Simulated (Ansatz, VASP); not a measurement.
# Cross-check of AgC between VASP and Ansatz, part 2 of 2

Aim: how closely do two programs agree when they are given the same cell, functional and k mesh? The cell is generated by rule, not measured, and may not be a known phase. Of the first pair: The two relaxations start from unlike cells of this crystal (the structure described is Ansatz's start), so only their ends are compared.

VASP 6.6.1 and Ansatz 0.2.0.

So far: The structure; Ansatz: relaxation of cell and atoms, LDA, pair 1; VASP: relaxation of cell and atoms, LDA, pair 1; Side by side; Ansatz: relaxation of cell and atoms, LDA, pair 2.

## (6) VASP: relaxation of cell and atoms, LDA, pair 2

Level of this step: LDA; plane waves and PAW (Ag, C); invented cell (VASP).

The same cell, functional (in two slightly different forms), mesh and smearing now go to VASP, with its own data sets.

INCAR

```
SYSTEM = AgC
PREC = Accurate
ENCUT = 600
EDIFF = 1E-07
NELM = 120
ISMEAR = 1
SIGMA = 0.15
LREAL = .FALSE.
ALGO = Normal
GGA = PW92
NBANDS = 13
LASPH = .TRUE.
LORBIT = 11
LWAVE = .FALSE.
LCHARG = .FALSE.
ISIF = 3
IBRION = 2
NSW = 80
EDIFFG = -0.005
GGA_COMPAT = .FALSE.
NELMIN = 4
KPAR = 2
```

POSCAR

```
AgC
1.0
    3.0473300000      0.0000000000      0.0000000000
    0.0000000000      3.0473300000      0.0000000000
    0.0000000000      0.0000000000      2.6453120000
Ag C
1 1
Direct
    0.0000000000      0.0000000000      0.1449999093
    0.5000000000      0.5000000000      0.1449999093
```

KPOINTS

```
Automatic mesh
0
Gamma
12 12 16
0 0 0
```

PAW data sets: Ag and C (LDA family, release 64).

The relaxed cell was symmetrised before this step.

On the command line:

```
mpirun -np 2 vasp_std
```

Numbers of over 12 decimals in the logs are rounded to 6 here.

The program printed:

```text
[banner, memory and clock lines left out]
running    2 mpi-ranks, on    1 nodes
[...]
[... a notice as in an earlier step ...]

 LDA part: xc-table for (Slater(with rela. corr.)+PW92), standard interpolation
 POSCAR, INCAR and KPOINTS ok, starting setup
[...]
entering main loop
       N       E                     dE             d eps       ncg     rms          rms(c)
DAV:   1     0.711481100693E+02    0.71148E+02   -0.77696E+03  6552   0.119E+03
DAV:   2    -0.934893902746E+01   -0.80497E+02   -0.74456E+02  7512   0.244E+02
DAV:   3    -0.115524316961E+02   -0.22035E+01   -0.21776E+01  7872   0.407E+01
DAV:   4    -0.115625693778E+02   -0.10138E-01   -0.10137E-01  7522   0.324E+00
[...]
DAV:  12    -0.934933465063E+01    0.26292E-04   -0.11835E-04  7137   0.128E-01    0.872E-03
DAV:  13    -0.934933389783E+01    0.75280E-06   -0.62632E-06  7917   0.247E-02    0.364E-03
DAV:  14    -0.934933389120E+01    0.66273E-08   -0.27201E-07  6481   0.487E-03
   1 F= -.93493339E+01 E0= -.93491701E+01  d E =-.934933E+01
[... from here on, the cycles between the ionic steps are left out ...]
   2 F= -.93493839E+01 E0= -.93492061E+01  d E =-.500220E-04
   3 F= -.93493850E+01 E0= -.93492052E+01  d E =-.511376E-04
   4 F= -.93494205E+01 E0= -.93492404E+01  d E =-.354648E-04
 trial-energy change:   -0.000035  1 .order   -0.000036   -0.000055   -0.000017
 step:   1.5486(harm=  1.4802)  dis= 0.00000  next Energy=    -9.349425 (dE=-0.396E-04)
 reached required accuracy - stopping structural energy minimisation
```

Parts of OUTCAR (step 6):

```text
  Total        0.0071314      0.0071314     -0.0068967      0.0000000      0.0000000      0.0000000
  in kB        0.4661613      0.4661613     -0.4508189      0.0000000      0.0000000      0.0000000
  external PRESSURE =       0.1605012 kB  Pullay stress =       0.0000000 kB

 POSITION                                       TOTAL-FORCE (eV/Angst)
 -----------------------------------------------------------------------------------
      0.00000      0.00000      0.38251         0.000000      0.000000      0.000000
      1.52409      1.52409      0.38251        -0.000000     -0.000000      0.000000
 -----------------------------------------------------------------------------------
    total drift:                                0.000000     -0.000000      0.000000

  FREE ENERGIE OF THE ION-ELECTRON SYSTEM (eV)
  ---------------------------------------------------
  free  energy   TOTEN  =        -9.3494204936 eV

  energy  without entropy=       -9.3488803296  energy(sigma->0) =       -9.34924044

[... 1 part as in an earlier step ...]

[... 3 further parts left out ...]
[key lines of the parts left out:]
E-fermi :   7.7686
```

The run keeps the 16 symmetry operations of its start, so it cannot find a distortion of lower symmetry.

## (7) Differences

What differs besides the data sets and the points named for the pairs above, as far as they apply: the data sets hold 23 valence electrons in Ansatz (on its default PAW (the set named soft_2) files) and 15 in VASP. Total energies have different zeros and are not compared.

The two programs side by side:

```csv
quantity,Ansatz,VASP,difference
volume (Å³),24.53,24.51,+0.09 %
"edge a after relaxation, in the typed setting (Å)",3.045,3.048,-0.10 %
"edge c after relaxation, in the typed setting (Å)",2.646,2.638,+0.28 %
```

## (8) VASP: relaxation of cell and atoms, LDA, pair 3

The relaxed volume is the usual yardstick between codes: in a stiff, nearly cubic crystal its relative difference is about their pressure difference at one cell divided by the bulk modulus. This pair takes another cell of the material, with 4 atoms against 2 for the pair before.

INCAR, as its differences from that of step 6:

```diff
@@ -10,3 +10,3 @@
 GGA = PW92
-NBANDS = 13
+NBANDS = 21
 LASPH = .TRUE.
```

POSCAR

```
AgC
1.0
    2.7428340000     -2.9266230000      0.0000000000
    2.7428340000      2.9266230000      0.0000000000
    0.0000000000      0.0000000000      3.1816600000
Ag C
2 2
Direct
    0.4999999146      0.9999999146      0.0000000000
    0.9999999146      0.4999999146      0.0000000000
    0.3878380475      0.6121617817      0.5000000000
    0.6121617817      0.3878380475      0.5000000000
```

KPOINTS

```
Automatic mesh
0
Gamma
10 10 12
0 0 0
```

On the command line:

```
mpirun -np 2 vasp_std
```

The program printed:

```text
[banner, memory and clock lines left out]
running    2 mpi-ranks, on    1 nodes
[...]
[... a notice as in an earlier step ...]

 LDA part: xc-table for (Slater(with rela. corr.)+PW92), standard interpolation
 POSCAR, INCAR and KPOINTS ok, starting setup
[...]
entering main loop
       N       E                     dE             d eps       ncg     rms          rms(c)
DAV:   1     0.190310878833E+03    0.19031E+03   -0.17016E+04  9114   0.156E+03
DAV:   2    -0.189873277576E+02   -0.20930E+03   -0.19873E+03 10119   0.329E+02
DAV:   3    -0.282717976961E+02   -0.92845E+01   -0.91374E+01 10533   0.695E+01
DAV:   4    -0.283857663148E+02   -0.11397E+00   -0.11388E+00 10119   0.851E+00
[...]
DAV:  12    -0.232754381534E+02    0.30569E-05   -0.58248E-05  9834   0.512E-02    0.167E-02
DAV:  13    -0.232754381981E+02   -0.44787E-07   -0.24428E-06 10596   0.123E-02    0.311E-03
DAV:  14    -0.232754381240E+02    0.74167E-07   -0.30103E-07  9719   0.373E-03
   1 F= -.23275438E+02 E0= -.23275126E+02  d E =-.232754E+02
[... from here on, the cycles between the ionic steps are left out ...]
   2 F= -.23275192E+02 E0= -.23274947E+02  d E =0.246547E-03
   3 F= -.23275463E+02 E0= -.23275167E+02  d E =-.246600E-04
   4 F= -.23275475E+02 E0= -.23275182E+02  d E =-.122779E-04
   5 F= -.23275477E+02 E0= -.23275183E+02  d E =-.142540E-04
[...]
reached required accuracy - stopping structural energy minimisation
```

OUTCAR, selected parts (step 8):

```text
  Total       -0.0010308     -0.0076562      0.0048948      0.0000000      0.0000000      0.0000000
  in kB       -0.0323025     -0.2399298      0.1533928      0.0000000      0.0000000      0.0000000
  external PRESSURE =      -0.0396132 kB  Pullay stress =       0.0000000 kB

 POSITION                                       TOTAL-FORCE (eV/Angst)
 -----------------------------------------------------------------------------------
      4.11612      1.46324      0.00000        -0.000000     -0.000000      0.000000
      4.11612     -1.46324      0.00000         0.000000      0.000000      0.000000
      2.74408      0.65602      1.59161         0.000000      0.001886      0.000000
      2.74408     -0.65602      1.59161         0.000000     -0.001886      0.000000
 -----------------------------------------------------------------------------------
    total drift:                                0.000546      0.000000      0.000000

  FREE ENERGIE OF THE ION-ELECTRON SYSTEM (eV)
  ---------------------------------------------------
  free  energy   TOTEN  =       -23.2754770380 eV

  energy  without entropy=      -23.2745952900  energy(sigma->0) =      -23.27518312

[... 1 part as in an earlier step ...]

[... 3 further parts left out ...]
[key lines of the parts left out:]
E-fermi :   7.4840
```

## (9) Ansatz: relaxation of cell and atoms, LDA, pair 3

The same cell, functional (in two slightly different forms), mesh and smearing now go to Ansatz, which takes its cutoff from its data sets.

The cell is taken from a series of runs on this material, whose earlier steps may have relaxed, scaled, displaced or heated it; both programs get it as it stands.

input.yaml

```yaml
crystal:
  lattice:
    - [2.7428337884, -2.9266230675, 0.0]
    - [2.7428337884, 2.9266230675, 0.0]
    - [0.0, 0.0, 3.1816597753]
  atoms:
    - { symbol: Ag, position: [0.5, 0.0, 0.0] }
    - { symbol: Ag, position: [0.0, 0.5, 0.0] }
    - { symbol: C, position: [0.3878380588, 0.6121619412, 0.5] }
    - { symbol: C, position: [0.6121619412, 0.3878380588, 0.5] }
kpoints:
  mp_grid: { grid: [10, 10, 12] }
hamiltonian:
  xc: lda
scf:
  occupations: { method: methfessel_paxton, width: 0.15 }
output:
  forces: true
  stress: true
  eigenvalues: true
relax:
  adjacent_minimum: "off"
  f_tol: 0.001
  max_steps: 60
  cell: { stress_tol: 0.01 }
```

On the command line:

```
ansatz run input.yaml --threads 4 --pin off --max-ram 7168MiB --backend cpu --events-out ev --progress --plain --runs-dir out
```

The program printed:

```text
[...]
Crystal: 4 atoms, lattice volume = 51.080 Å³
Basis set: ecut = 420 eV, 1019 PW (Γ)
Bands: 28, of which v1, the nominal top of the filled ones, is band 23 counted from 1 (22 counted from 0)
Symmetry: 8 space group operations
[...]
k-points: 217 of 1200
[...]
--- Relaxed structure (2 steps of the walk, 2 accepted, 1 SCFs on fresh bases) ---
[...]
cell:  # Å, volume = 51.0800 Å³
    - [2.742582, -2.926941, 0.0]
    - [2.742582, 2.926941, 0.0]
    - [0.0, 0.0, 3.181610]
  atoms:
    - { symbol: Ag, position: [0.5, 0.0, 0.0] }
    - { symbol: Ag, position: [0.0, 0.5, 0.0] }
    - { symbol: C, position: [0.387850, 0.612150, 0.5] }
    - { symbol: C, position: [0.612150, 0.387850, 0.5] }
[key lines of the parts left out:]
SCF converged after 5 iterations
Free energy (F): -15397.729710 eV
Fermi energy:    14.110990 eV
P = ⅓ Tr σ = -0.0026 GPa (-0.026 kbar)
```

## (10) Comparison

What differs besides the data sets and the points named for the pairs above, as far as they apply: the data sets hold 46 valence electrons in Ansatz (on its default PAW (the set named soft_2) files) and 30 in VASP. Total energies have different zeros and are not compared.

Compared:

```csv
quantity,Ansatz,VASP,difference
volume (Å³),51.08,51.13,-0.09 %
"edge a after relaxation, in the typed setting (Å)",4.011,4.012,-0.02 %
"edge c after relaxation, in the typed setting (Å)",3.182,3.183,-0.05 %
```

## (11) Outcome

| Item | Value |
| --- | --- |
| difference in edge c after relaxation, in the typed setting (relaxation of cell and atoms, LDA, pair 1) | 0.13 % |
| difference in edge c after relaxation, in the typed setting (relaxation of cell and atoms, LDA, pair 2) | 0.28 % |
| difference in volume (relaxation of cell and atoms, LDA, pair 3) | -0.089 % |

The difference in edge c after relaxation, in the typed setting is 0.28 % (relaxation of cell and atoms, LDA, pair 2), within the 1.2 % picked in this series as the mark of a large difference, as far as the stopping tolerances let one tell. The data sets hold unlike numbers of valence electrons (23 in Ansatz and 15 in VASP and 46 in Ansatz and 30 in VASP), so part of the differences comes from the potentials. 1 further run of this series is not shown here. How closely two codes agree says nothing of how well the functional describes the real material.

[Lines on the potential files, build, host, timing and source positions are cut from VASP's logs without a mark.]

[Logs are printed without paths, hosts, clocks, repeated set-up lines and the standing remarks that a program may print on its own settings, such as how far it seeks lower states.]

[Hosts, paths, dates, database ids (printed as entryN), source tags and the programs' standing remarks are cut or masked in the printed files.]
